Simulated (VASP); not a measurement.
# Driving VASP from ASE on LaAl, part 3 of 4

Do ASE scripts that read LaAl from different structure formats give one answer, and do several routes find one equilibrium volume? All runs use LDA. Left out of this account: 1 further run (self-consistent run: a reference on another mesh). The start is a computed cell from the Materials Project.

VASP 6.6.1; LDA; plane waves and PAW (La, Al).

Still holding for the runs below: The k-mesh is coarse for a metal.

So far. Step 2 (A single point (LDA, through ASE)): The pressure is -3.61 GPa and the largest force 0.100 eV/Å, so the cell is not at a minimum at these settings. Step 3 (A single point (LDA, through ASE), try 2): The energy lies -5.17 meV an atom from the first script, since this cell and mesh sample the zone at other points.

## Step 4: Relaxing cell and atoms (LDA, through ASE)

System of this step: LaAl. Symmetry: Cmcm, No. 63, orthorhombic system. The conventional cell has a = 9.471 Å, b = 7.795 Å, c = 5.742 Å, α = 90.00°, β = 90.00°, γ = 90.00°. Nearest to La lie 8 Al at 3.24 to 3.61 Å and 3 La at 3.36 to 3.45 Å. Al has 2 Al at 2.76 Å and 8 La at 3.24 to 3.34 Å nearest. Nearest to Al lie 4 Al at 2.76 to 2.87 Å and 8 La at 3.43 to 3.61 Å. Farther neighbours are not listed.

Properties are meant for the cell that this level of theory prefers, so cell and atoms are relaxed first (ISIF = 3) until forces and stress are small; EDIFFG sets the threshold.

Contents of run.py:

```python
import numpy as np
from ase.calculators.vasp import Vasp
from ase.io import read

atoms = read('LaAl.cif')

calc = Vasp(
    xc='lda',
    pp='LDA',
    prec='Accurate',
    encut=400,
    ediff=1e-06,
    nelm=100,
    ismear=-1,
    sigma=0.05,
    lreal=False,
    algo='Normal',
    nbands=36,
    lasph=True,
    lorbit=11,
    lwave=False,
    lcharg=False,
    kpar=8,
    ibrion=2,
    nsw=60,
    isif=3,
    ediffg=-0.01,
    pp_version='64',
    setups={'La': '', 'Al': ''},
    kpts=(5, 5, 5),
    gamma=True,
    txt='vasp.out',
)
atoms.calc = calc

print("energy (eV):", round(atoms.get_potential_energy(), 6))
print("Fermi level (eV):", round(calc.get_fermi_level(), 4))
print("forces (eV/A):")
print(np.round(atoms.get_forces(), 4))
print("stress (GPa, Voigt, tension positive):", np.round(atoms.get_stress() * 160.21766, 3))
print("cell (A, degrees):", np.round(atoms.cell.cellpar(), 4))
print("volume (A^3):", round(atoms.get_volume(), 4))
print("positions:")
print(np.round(atoms.get_scaled_positions(), 5))
```

Contents of LaAl.cif:

```cif
data_LaAl
_cell_length_a 6.13319368
_cell_length_b 6.13319368
_cell_length_c 5.74227809
_cell_angle_alpha 90.00000000
_cell_angle_beta 90.00000000
_cell_angle_gamma 78.90603298
_space_group_name_H-M_alt 'P1'
_space_group_name_Hall 'P 1'
_space_group_IT_number 1
loop_
_space_group_symop_operation_xyz
'x,y,z'
loop_
_atom_site_label
_atom_site_type_symbol
_atom_site_symmetry_multiplicity
_atom_site_Wyckoff_symbol
_atom_site_fract_x
_atom_site_fract_y
_atom_site_fract_z
_atom_site_occupancy
La1 La 1 a 0.4868990900 0.1583260200 0.7500000000 1
La2 La 1 a 0.5131009100 0.8416739800 0.2500000000 1
La3 La 1 a 0.8416739800 0.5131009100 0.7500000000 1
La4 La 1 a 0.1583260200 0.4868990900 0.2500000000 1
Al1 Al 1 a 0.3016847500 0.6983152500 0.7500000000 1
Al2 Al 1 a 0.6983152500 0.3016847500 0.2500000000 1
Al3 Al 1 a 0.0000000000 0.0000000000 0.5000000000 1
Al4 Al 1 a 0.0000000000 0.0000000000 0.0000000000 1
```

The projector-augmented-wave data sets are La and Al (LDA family, release 64).

Command:

```console
$ export ASE_VASP_COMMAND="mpirun -np 8 vasp_std"
$ python run.py
```

Output:

```text
energy (eV): -42.329933
Fermi level (eV): 8.2715
forces (eV/A):
[[ 0.0081 -0.0002  0.    ]
 [-0.0081  0.0002 -0.    ]
 [-0.0014 -0.0079 -0.    ]
 [ 0.0014  0.0079  0.    ]
 [ 0.0023 -0.0028  0.    ]
 [-0.0023  0.0028 -0.    ]
 [-0.      0.      0.    ]
 [-0.      0.      0.    ]]
stress (GPa, Voigt, tension positive): [ 0.016  0.014  0.018 -0.    -0.     0.004]
cell (A, degrees): [ 6.0083  6.0083  5.5854 90.     90.     78.5168]
volume (A^3): 197.5968
positions:
[[0.48886 0.15139 0.75   ]
 [0.51114 0.84861 0.25   ]
 [0.84861 0.51114 0.75   ]
 [0.15139 0.48886 0.25   ]
 [0.30916 0.69084 0.75   ]
 [0.69084 0.30916 0.25   ]
 [0.      0.      0.5    ]
 [0.      0.      0.     ]]
```

Elapsed: 3.3 min, on 8 MPI ranks of Intel Xeon Platinum 8488C (Sapphire Rapids), shared host; peak memory 2.6 GiB.

ASE turned this into the INCAR:

```
ENCUT = 400.000000
SIGMA = 0.050000
EDIFF = 1.00e-06
EDIFFG = -1.00e-02
ALGO = Normal
PREC = Accurate
IBRION = 2
ISIF = 3
ISMEAR = -1
KPAR = 8
LORBIT = 11
NBANDS = 36
NELM = 100
NSW = 60
LASPH = .TRUE.
LCHARG = .FALSE.
LWAVE = .FALSE.
LREAL = .FALSE.
```

ASE turned this into the KPOINTS:

```
KPOINTS created by Atomic Simulation Environment
0
Gamma
5 5 5
0 0 0
```

VASP's own log, vasp.out:

```text
[banner, memory and clock lines left out]
running    8 mpi-ranks, on    1 nodes
 distrk:  each k-point on    1 cores,    8 groups
 distr:  one band on    1 cores,    1 groups

 POSCAR found type information on POSCAR LaAl
 POSCAR found :  2 types and       8 ions
 [... a notice as in an earlier step ...]

 LDA part: xc-table for (Slater(with rela. corr.)+CA(PZ))
 , standard interpolation
 POSCAR, INCAR and KPOINTS ok, starting setup
 FFT: planning ... GRIDC
 FFT: planning ... GRID_SOFT
 FFT: planning ... GRID
 WAVECAR not read
 entering main loop
       N       E                     dE             d eps       ncg     rms          rms(c)
DAV:   1     0.604383276497E+03    0.60438E+03   -0.16122E+04  1944   0.158E+03
DAV:   2     0.803469952213E+02   -0.52404E+03   -0.51274E+03  3136   0.377E+02
DAV:   3    -0.290701830838E+02   -0.10942E+03   -0.10803E+03  3324   0.232E+02
DAV:   4    -0.405273680371E+02   -0.11457E+02   -0.11295E+02  3808   0.802E+01
DAV:   5    -0.421744636604E+02   -0.16471E+01   -0.16286E+01  3888   0.285E+01    0.638E+00
DAV:   6    -0.422129868453E+02   -0.38523E-01   -0.32447E+00  3752   0.117E+01    0.328E+00
DAV:   7    -0.421712755339E+02    0.41711E-01   -0.62539E-01  3784   0.614E+00    0.881E-01
[... 1 cycle as in an earlier step ...]
DAV:   9    -0.421719000880E+02   -0.12506E-02   -0.17930E-02  3816   0.108E+00    0.201E-01
DAV:  10    -0.421721589067E+02   -0.25882E-03   -0.34147E-03  3664   0.463E-01    0.483E-02
DAV:  11    -0.421721834309E+02   -0.24524E-04   -0.62753E-04  3424   0.208E-01    0.123E-02
DAV:  12    -0.421721938297E+02   -0.10399E-04   -0.11064E-04  3656   0.764E-02    0.862E-03
DAV:  13    -0.421721952774E+02   -0.14477E-05   -0.18005E-05  2552   0.321E-02    0.273E-03
DAV:  14    -0.421721956881E+02   -0.41065E-06   -0.40353E-06  2392   0.165E-02
   1 F= -.42172196E+02 E0= -.42151506E+02  d E =-.421722E+02
 curvature:   0.00 expect dE= 0.000E+00 dE for cont linesearch  0.000E+00
 trial: gam= 0.00000 g(F)=  0.102E-02 g(S)=  0.414E+00 ort = 0.000E+00 (trialstep = 0.100E+01)
 search vector abs. value=  0.415E+00
 bond charge predicted
       N       E                     dE             d eps       ncg     rms          rms(c)
DAV:   1    -0.442009858829E+02   -0.20288E+01   -0.64590E+01  2516   0.602E+01    0.664E+00
DAV:   2    -0.428550851575E+02    0.13459E+01   -0.61295E+00  3344   0.208E+01    0.358E+00
DAV:   3    -0.424246220354E+02    0.43046E+00   -0.54734E+00  2768   0.159E+01    0.170E+00
DAV:   4    -0.423173626626E+02    0.10726E+00   -0.10194E+00  3468   0.797E+00    0.560E-01
DAV:   5    -0.423184060341E+02   -0.10434E-02   -0.10386E-01  3632   0.178E+00    0.368E-01
DAV:   6    -0.423198601811E+02   -0.14541E-02   -0.95778E-03  3680   0.632E-01    0.238E-01
DAV:   7    -0.423209225756E+02   -0.10624E-02   -0.34708E-03  3624   0.348E-01    0.141E-01
DAV:   8    -0.423203085026E+02    0.61407E-03   -0.31685E-03  3160   0.430E-01    0.196E-02
DAV:   9    -0.423202955069E+02    0.12996E-04   -0.43358E-04  3432   0.136E-01    0.100E-02
DAV:  10    -0.423202965487E+02   -0.10418E-05   -0.47009E-05  3464   0.485E-02    0.514E-03
DAV:  11    -0.423202960341E+02    0.51460E-06   -0.25217E-06  2072   0.184E-02
   2 F= -.42320296E+02 E0= -.42302227E+02  d E =-.148100E+00
[... from here on, the cycles between the ionic steps are left out ...]
   3 F= -.42336713E+02 E0= -.42317980E+02  d E =-.164517E+00
   4 F= -.42339397E+02 E0= -.42320584E+02  d E =-.268495E-02
   5 F= -.42341925E+02 E0= -.42322950E+02  d E =-.521244E-02
   6 F= -.42343626E+02 E0= -.42324782E+02  d E =-.170076E-02
   7 F= -.42345292E+02 E0= -.42326711E+02  d E =-.336699E-02
   8 F= -.42343825E+02 E0= -.42325859E+02  d E =-.190046E-02
   9 F= -.42345531E+02 E0= -.42327091E+02  d E =-.360619E-02
  10 F= -.42346917E+02 E0= -.42328579E+02  d E =-.138620E-02
  11 F= -.42347788E+02 E0= -.42329641E+02  d E =-.225703E-02
  12 F= -.42347851E+02 E0= -.42329772E+02  d E =-.231993E-02
  13 F= -.42347886E+02 E0= -.42329738E+02  d E =-.349639E-04
 trial-energy change:   -0.000035  1 .order   -0.000037   -0.000754    0.000681
 step:   0.8942(harm=  0.8942)  dis= 0.00139  next Energy=   -42.348049 (dE=-0.198E-03)
 bond charge predicted
       N       E                     dE             d eps       ncg     rms          rms(c)
DAV:   1    -0.423490769552E+02   -0.11917E-02   -0.58821E-02  3652   0.236E+00    0.163E-01
DAV:   2    -0.423482120491E+02    0.86491E-03   -0.53977E-03  3312   0.595E-01    0.658E-02
DAV:   3    -0.423480565657E+02    0.15548E-03   -0.93855E-04  3496   0.271E-01    0.160E-02
DAV:   4    -0.423480496465E+02    0.69192E-05   -0.13376E-04  3672   0.669E-02    0.870E-03
DAV:   5    -0.423480499040E+02   -0.25754E-06   -0.15263E-05  3552   0.259E-02    0.603E-03
DAV:   6    -0.423480506505E+02   -0.74652E-06   -0.26800E-06  2212   0.139E-02
  14 F= -.42348051E+02 E0= -.42329933E+02  d E =-.199584E-03
 curvature:  -0.73 expect dE=-0.156E-04 dE for cont linesearch -0.178E-06
 trial: gam= 0.11882 g(F)=  0.138E-04 g(S)=  0.766E-05 ort =-0.133E-04 (trialstep = 0.154E+01)
 search vector abs. value=  0.285E-04
 reached required accuracy - stopping structural energy minimisation
```

From OUTCAR (step 4):

```text
  LATTYP: Found a base centered orthorhombic cell.
 ALAT       =     7.7946177207
 B/A-ratio  =     1.2151257801
 C/A-ratio  =     0.7366978466

 Found     27 irreducible k-points:

   NELECT =      56.0000    total number of electrons

 E-fermi :   8.2715

 k-point     1 :       0.0000    0.0000    0.0000
  band No.  band energies     occupation
    ...
     25       6.9428      2.00000
     26       7.0825      2.00000
     27       7.4933      2.00000
     28       7.7434      1.99995
     29       7.8696      1.99935
     30       9.2110      0.00000
     31       9.4610      0.00000
     32       9.5449      0.00000
     33       9.7342      0.00000
     34       9.7581      0.00000
    ...

 k-point     2 :       0.2000    0.0000    0.0000
  band No.  band energies     occupation
    ...
     25       7.2113      2.00000
     26       7.2289      2.00000
     27       7.5120      2.00000
     28       7.5754      2.00000
     29       8.2147      1.51351
     30       9.0187      0.00000
     31       9.1982      0.00000
     32       9.3472      0.00000
     33       9.5461      0.00000
     34       9.7952      0.00000
    ...

  Total       -0.0198171     -0.0176995     -0.0224972     -0.0053998      0.0000000      0.0000000
  in kB       -0.1606832     -0.1435129     -0.1824140     -0.0437833      0.0000000      0.0000000
  external PRESSURE =      -0.1622034 kB  Pullay stress =       0.0000000 kB

  energy-cutoff  :      400.00
  volume of cell :      197.60
      direct lattice vectors                 reciprocal lattice vectors
     6.008299358  0.020407496  0.000000000     0.166549367 -0.033245310  0.000000000
     1.176134931  5.892095066  0.000000000    -0.000576850  0.169834064 -0.000000000
     0.000000000  0.000000000  5.585386285    -0.000000000  0.000000000  0.179038646

 POSITION                                       TOTAL-FORCE (eV/Angst)
 -----------------------------------------------------------------------------------
      3.11527      0.90199      4.18904         0.008056     -0.000169      0.000000
      4.06917      5.01051      1.39635        -0.008056      0.000169     -0.000000
      5.69987      3.02901      4.18904        -0.001384     -0.007938     -0.000000
      1.48457      2.88349      1.39635         0.001384      0.007938      0.000000
      2.67007      4.07678      4.18904         0.002324     -0.002824      0.000000
      4.51436      1.83573      1.39635        -0.002324      0.002824     -0.000000
      0.00000      0.00000      2.79269        -0.000000      0.000000      0.000000
      0.00000      0.00000      0.00000        -0.000000      0.000000      0.000000
 -----------------------------------------------------------------------------------
    total drift:                                0.000000      0.000000      0.000000

  FREE ENERGIE OF THE ION-ELECTRON SYSTEM (eV)
  ---------------------------------------------------
  free  energy   TOTEN  =       -42.3480506505 eV

  energy  without entropy=      -42.3118162076  energy(sigma->0) =      -42.32993343

 reached required accuracy - stopping structural energy minimisation

 total charge
# of ion       s       p       d       f       tot
--------------------------------------------------
    1        2.060   5.571   0.935   0.136   8.702
    2        2.060   5.571   0.935   0.136   8.702
    3        2.060   5.571   0.935   0.136   8.702
    4        2.060   5.571   0.935   0.136   8.702
    5        0.460   0.392   0.000   0.000   0.852
    6        0.460   0.392   0.000   0.000   0.852
    7        0.436   0.378   0.000   0.000   0.814
    8        0.436   0.378   0.000   0.000   0.814
--------------------------------------------------
tot         10.032  23.824   3.741   0.543  38.140

[... 5 parts as in an earlier step ...]

[... 7 further parts left out ...]
```

The run keeps the 8 symmetry operations of its start, so it cannot find a distortion of lower symmetry.

Step by step:

```
step  energy less that of the first step (eV)  largest force (eV/Å)  pressure (GPa)  volume (Å³)
   1                                   0.0000                0.0999           -3.61       211.97
   2                                  -0.1481                0.1914            1.33       194.18
   3                                  -0.1645                0.1676            0.01       198.20
   4                                  -0.1672                0.1206            0.01       198.10
   5                                  -0.1697                0.0729            0.02       197.86
   6                                  -0.1714                0.0622            0.00       197.90
   7                                  -0.1731                0.0437           -0.04       197.97
   8                                  -0.1716                0.0698           -0.11       198.10
   9                                  -0.1733                0.0414           -0.06       198.00
  10                                  -0.1747                0.0235            0.01       197.71
  11                                  -0.1756                0.0108            0.09       197.33
  12                                  -0.1757                0.0112            0.11       197.22
  13                                  -0.1757                0.0057           -0.12       197.94
  14                                  -0.1759                0.0081           -0.02       197.60
```

```
conventional cell, symmetrised  before  after  change
                         a (Å)   9.471  9.305  -1.8 %
                         b (Å)   7.795  7.604  -2.4 %
                         c (Å)   5.742  5.585  -2.7 %
              volume (Å³/atom)   26.50  24.70  -6.8 %
```

The atoms that moved most (Å, as changes of fractional coordinates times the final cell):

```
atom      dx      dy     dz  length
 Al6  -0.036   0.044  0.000   0.057
 Al5   0.036  -0.044  0.000   0.057
 La1   0.004  -0.041  0.000   0.041
 La2  -0.004   0.041  0.000   0.041
 La4  -0.039   0.011  0.000   0.041
 La3   0.039  -0.011  0.000   0.041
```

The relaxed structure:

```
La Al
1.0
     6.00830    0.02041    0.00000
     1.17613    5.89210    0.00000
     0.00000    0.00000    5.58539
La Al
4 4
Direct
  0.48886 0.15139 0.75000
  0.51114 0.84861 0.25000
  0.84861 0.51114 0.75000
  0.15139 0.48886 0.25000
  0.30916 0.69084 0.75000
  0.69084 0.30916 0.25000
  0.00000 0.00000 0.50000
  0.00000 0.00000 0.00000
```

Numbers from this step:

```yaml
electrons: 56
bands: 36
irreducible_k_points: 27
free_energy_toten: -42.35 eV
energy_at_zero_smearing: -42.33 eV
fermi_energy: 8.271 eV
pressure: -0.01622 GPa
scf_cycles_over_all_ionic_steps: 101
```

It ends with a largest force of 0.008 eV/Å and a pressure of -0.02 GPa.

(Part 3 of 4 ends here.)

[Lines on the potential files, build, host, timing and source positions are cut from VASP's logs without a mark.]

[Logs are printed without paths, hosts, clocks, repeated set-up lines and the standing remarks that a program may print on its own settings, such as how far it seeks lower states.]

[Hosts, paths, dates, database ids (printed as entryN), source tags and the programs' standing remarks are cut or masked in the printed files.]

[A measured line is paired with the nearest computed mode of its activity, which favours agreement.]
